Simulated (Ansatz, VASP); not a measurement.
# SiO2 (Quartz) in two plane-wave programs, part 2 of 3

One calculation is typed for both programs; each brings its own data sets. How far apart do they land? The cell is taken from a series of runs on this material, whose earlier steps may have relaxed, scaled, displaced or heated it; both programs get it as it stands.

VASP 6.6.1 and Ansatz 0.2.0.

So far: The starting structure; VASP: zone-centre phonons, PBE.

## (2) VASP: zone-centre phonons, PBE (continued)

Level of this step: PBE; plane waves and PAW (Si, O) (VASP).

Parts of OUTCAR (step 2):

```text
ion  position               nearest neighbor table
   1  0.523  0.000  0.333-   9 1.63   5 1.63   7 1.63   6 1.63   3 3.12   3 3.12   2 3.12   2 3.12

  LATTYP: Found a hexagonal cell.
 ALAT       =     5.0217182311
 C/A-ratio  =     1.0972653085

 Subroutine GETGRP returns: Found  6 space group operations
 (whereof  2 operations were pure point group operations)

The static configuration has the point symmetry C_2 .
 The point group associated with its full space group is D_3 .

 Found     24 irreducible k-points:

   k-points           NKPTS =     24   k-points in BZ     NKDIM =     24   number of bands    NBANDS=     33

   dimension x,y,z NGX =    40 NGY =   40 NGZ =   48
   dimension x,y,z NGXF=    80 NGYF=   80 NGZF=   96

   ENCUT  =  600.0 eV  44.10 Ry    6.64 a.u.  10.03 10.03 11.01*2*pi/ulx,y,z

   NELECT =      48.0000    total number of electrons

 k-points in reciprocal lattice and weights: Automatic mesh
   0.00000000  0.00000000  0.00000000       0.007
   0.16666667 -0.00000000  0.00000000       0.042
   0.33333333  0.00000000  0.00000000       0.042
   0.50000000 -0.00000000  0.00000000       0.021
   0.16666667  0.16666667  0.00000000       0.042
   0.33333333  0.16666667  0.00000000       0.083
   0.33333333  0.33333333  0.00000000       0.014
   0.00000000  0.00000000  0.25000000       0.014
   0.16666667 -0.00000000  0.25000000       0.042
[...]
0.33333333  0.16666667  0.50000000       0.083
   0.33333333  0.33333333  0.50000000       0.014

 average (electrostatic) potential at core
       1 -87.0916       2 -87.0916       3 -87.0916       4 -72.8711       5 -72.8711
       6 -72.8711       7 -72.8711       8 -72.8711       9 -72.8711

  Total       -0.1629808     -0.1629808     -0.1377473      0.0000000     -0.0000000      0.0000000
  in kB       -2.1699403     -2.1699403     -1.8339791      0.0000000     -0.0000000      0.0000000
  external PRESSURE =      -2.0579532 kB  Pullay stress =       0.0000000 kB

  energy-cutoff  :      600.00
  volume of cell :      120.34
      direct lattice vectors                 reciprocal lattice vectors
     5.021718231  0.000000000  0.000000000     0.199135028  0.114970662  0.000000000
    -2.510859116  4.348935559  0.000000000     0.000000000  0.229941324  0.000000000
     0.000000000  0.000000000  5.510157204     0.000000000  0.000000000  0.181483025

 POSITION                                       TOTAL-FORCE (eV/Angst)
 -----------------------------------------------------------------------------------
      2.62826      0.00000      1.83672         0.012411     -0.000000     -0.000000
     -1.31413      2.27614      3.67344        -0.006206      0.010748     -0.000000
[...]
2.628259  0.000000  1.836719    -0.000392   -0.065066   -0.286316
     -1.314130  2.276139  3.673438    -0.041667   -0.025197    0.214224
      1.196729  2.072796  0.000000     0.013498   -0.009386    0.072092
     -0.242841  1.802533  4.804714    -0.408121    0.037743   -0.306493
      1.071240  3.237362  1.131276    -0.145102    0.280170    0.231999
     -0.828399  3.657976  2.967995    -0.066663   -0.068824    0.074494
      1.682460  0.690960  0.705443     0.180962   -0.241968    0.227868
      2.268018  2.546403  4.378881     0.414131    0.029292   -0.308131
      3.582099  1.111573  2.542162     0.062628    0.095593    0.080263

   2 f  =   34.017749 THz   213.739822 2PiTHz 1134.709974 cm-1   140.686043 meV
             X         Y         Z           dx          dy          dz
      2.628259  0.000000  1.836719    -0.001367    0.018649    0.082060
     -1.314130  2.276139  3.673438    -0.041236   -0.022627    0.206927
      1.196729  2.072796  0.000000    -0.057047    0.032539   -0.288987
     -0.242841  1.802533  4.804714     0.128316    0.005137    0.090936
      1.071240  3.237362  1.131276    -0.114111    0.268156    0.219963
     -0.828399  3.657976  2.967995     0.234884    0.346595   -0.310899
      1.682460  0.690960  0.705443     0.163913   -0.257519    0.224239
      2.268018  2.546403  4.378881    -0.107347   -0.024349    0.085220
      3.582099  1.111573  2.542162    -0.173648   -0.375852   -0.309459

   3 f  =   31.671748 THz   198.999463 2PiTHz 1056.455802 cm-1   130.983767 meV
             X         Y         Z           dx          dy          dz
      2.628259  0.000000  1.836719     0.269135   -0.000000    0.000000
     -1.314130  2.276139  3.673438    -0.134567    0.233077   -0.000000
      1.196729  2.072796  0.000000    -0.134567   -0.233077    0.000000
     -0.242841  1.802533  4.804714     0.282471   -0.022562    0.223944
      1.071240  3.237362  1.131276    -0.121697    0.255908    0.223944
     -0.828399  3.657976  2.967995    -0.160775   -0.233346    0.223944
      1.682460  0.690960  0.705443    -0.160775    0.233346   -0.223944
      2.268018  2.546403  4.378881     0.282471    0.022562   -0.223944
      3.582099  1.111573  2.542162    -0.121697   -0.255908   -0.223944

   4 f  =   31.312498 THz   196.742229 2PiTHz 1044.472515 cm-1   129.498029 meV
             X         Y         Z           dx          dy          dz
      2.628259  0.000000  1.836719    -0.000000   -0.067107   -0.273847
     -1.314130  2.276139  3.673438     0.058116    0.033553   -0.273847
      1.196729  2.072796  0.000000    -0.058116    0.033553   -0.273847
     -0.242841  1.802533  4.804714     0.306403   -0.011530    0.181393
      1.071240  3.237362  1.131276    -0.143216    0.271118    0.181393
     -0.828399  3.657976  2.967995    -0.163187   -0.259588    0.181393
      1.682460  0.690960  0.705443     0.163187   -0.259588    0.181393
      2.268018  2.546403  4.378881    -0.306403   -0.011530    0.181393
      3.582099  1.111573  2.542162     0.143216    0.271118    0.181393

   5 f  =   31.144892 THz   195.689125 2PiTHz 1038.881760 cm-1   128.804864 meV
             X         Y         Z           dx          dy          dz
      2.628259  0.000000  1.836719    -0.179821    0.094740   -0.019713
     -1.314130  2.276139  3.673438    -0.274159   -0.002926   -0.049707
      1.196729  2.072796  0.000000    -0.311572    0.127606    0.069419
     -0.242841  1.802533  4.804714     0.372906   -0.023909    0.301667
      1.071240  3.237362  1.131276     0.097572   -0.274431   -0.228187
     -0.828399  3.657976  2.967995     0.018280    0.089276   -0.073480
      1.682460  0.690960  0.705443     0.136626   -0.238641    0.224371
      2.268018  2.546403  4.378881     0.377454    0.045211   -0.303181
      3.582099  1.111573  2.542162     0.011217    0.111848    0.078809

   6 f  =   31.144892 THz   195.689125 2PiTHz 1038.881760 cm-1   128.804864 meV
             X         Y         Z           dx          dy          dz
      2.628259  0.000000  1.836719     0.051540    0.330547   -0.068777
     -1.314130  2.276139  3.673438     0.149206    0.236209    0.051461
      1.196729  2.072796  0.000000     0.018674    0.198796    0.017317
     -0.242841  1.802533  4.804714    -0.115468    0.047067   -0.089320
      1.071240  3.237362  1.131276     0.135055   -0.228266   -0.216592
     -0.828399  3.657976  2.967995    -0.228652   -0.307559    0.305911
      1.682460  0.690960  0.705443     0.184253   -0.213572    0.220542
      2.268018  2.546403  4.378881    -0.099598    0.027256    0.084040
      3.582099  1.111573  2.542162    -0.166236   -0.338981   -0.304582

   7 f  =   22.748360 THz   142.932164 2PiTHz  758.803629 cm-1    94.079617 meV
             X         Y         Z           dx          dy          dz
      2.628259  0.000000  1.836719    -0.624807   -0.089832    0.034002
     -1.314130  2.276139  3.673438    -0.037570    0.518117    0.085741
      1.196729  2.072796  0.000000     0.195310   -0.294420   -0.119744
     -0.242841  1.802533  4.804714    -0.021268   -0.063767    0.037127
      1.071240  3.237362  1.131276     0.158294    0.004879    0.051292
     -0.828399  3.657976  2.967995     0.127962   -0.184949   -0.088419
      1.682460  0.690960  0.705443     0.096675    0.131076    0.070663
      2.268018  2.546403  4.378881     0.034291   -0.050756    0.011237
      3.582099  1.111573  2.542162     0.222954   -0.013866   -0.081900

   8 f  =   22.748360 THz   142.932164 2PiTHz  758.803629 cm-1    94.079617 meV
             X         Y         Z           dx          dy          dz
      2.628259  0.000000  1.836719    -0.179075    0.313429   -0.118637
     -1.314130  2.276139  3.673438     0.428873   -0.273808    0.088765
      1.196729  2.072796  0.000000    -0.383664   -0.506688    0.029872
     -0.242841  1.802533  4.804714     0.098791    0.197926   -0.080662
      1.071240  3.237362  1.131276     0.167437    0.018365    0.072484
     -0.828399  3.657976  2.967995    -0.022391    0.048696    0.008178
      1.682460  0.690960  0.705443     0.086774    0.139272    0.053772
      2.268018  2.546403  4.378881    -0.095058    0.201656   -0.088082
      3.582099  1.111573  2.542162    -0.058168    0.012993    0.034310

   9 f  =   22.464577 THz   141.149100 2PiTHz  749.337631 cm-1    92.905984 meV
             X         Y         Z           dx          dy          dz
      2.628259  0.000000  1.836719     0.000000    0.553648   -0.107839
     -1.314130  2.276139  3.673438    -0.479473   -0.276824   -0.107839
      1.196729  2.072796  0.000000     0.479473   -0.276824   -0.107839
     -0.242841  1.802533  4.804714    -0.031309   -0.038815    0.071428
      1.071240  3.237362  1.131276     0.049269   -0.007707    0.071428
     -0.828399  3.657976  2.967995    -0.017960    0.046522    0.071428
      1.682460  0.690960  0.705443     0.017960    0.046522    0.071428
      2.268018  2.546403  4.378881     0.031309   -0.038815    0.071428
      3.582099  1.111573  2.542162    -0.049269   -0.007707    0.071428

  10 f  =   19.838241 THz   124.647342 2PiTHz  661.732478 cm-1    82.044334 meV
             X         Y         Z           dx          dy          dz
      2.628259  0.000000  1.836719     0.076757    0.048136    0.185375
     -1.314130  2.276139  3.673438    -0.077252   -0.110780    0.470951
      1.196729  2.072796  0.000000    -0.137872    0.102054   -0.656326
     -0.242841  1.802533  4.804714     0.018804    0.139782   -0.099002
      1.071240  3.237362  1.131276     0.182129   -0.140880    0.033769
     -0.828399  3.657976  2.967995    -0.142594   -0.141993    0.065234
    [... 205 further lines ...]
      2.268018  2.546403  4.378881     0.293053   -0.059467    0.001756
      3.582099  1.111573  2.542162     0.290379   -0.059503   -0.000698

 MACROSCOPIC STATIC DIELECTRIC TENSOR IONIC CONTRIBUTION
 ------------------------------------------------------
           2.094666    -0.000000    -0.000000
          -0.000000     2.094666     0.000000
          -0.000000     0.000000     2.291950
 ------------------------------------------------------

 ELASTIC MODULI CONTR FROM IONIC RELAXATION (kBar)
 Direction    XX          YY          ZZ          XY          YZ          ZX
 --------------------------------------------------------------------------------
 XX       -2284.7818   -814.6606  -1319.8465      0.0000    305.3285     -0.0000
 YY        -814.6606  -2284.7818  -1319.8465      0.0000   -305.3285      0.0000
 ZZ       -1319.8465  -1319.8465  -1660.8690      0.0000     -0.0000     -0.0000
 XY           0.0000      0.0000      0.0000   -735.0862      0.0000    306.6763
 YZ         305.3285   -305.3285     -0.0000      0.0000  -1194.9848      0.0000
 ZX          -0.0000      0.0000     -0.0000    306.6763      0.0000  -1201.5180
 --------------------------------------------------------------------------------

 PIEZOELECTRIC TENSOR IONIC CONTR  for field in x, y, z        (C/m^2)
          XX          YY          ZZ          XY          YZ          ZX
  --------------------------------------------------------------------------------
  x    -0.25433     0.25433    -0.00000    -0.00000    -0.07750     0.00000
  y    -0.00000    -0.00000    -0.00000     0.25433     0.00000     0.07937
  z     0.00000     0.00000     0.00000     0.00299     0.00000     0.00000
```

(Part 2 of 3 ends here.)

[Lines on the potential files, build, host, timing and source positions are cut from VASP's logs without a mark.]

[Logs are printed without paths, hosts, clocks, repeated set-up lines and the standing remarks that a program may print on its own settings, such as how far it seeks lower states.]

[Hosts, paths, dates, database ids (printed as entryN), source tags and the programs' standing remarks are cut or masked in the printed files.]
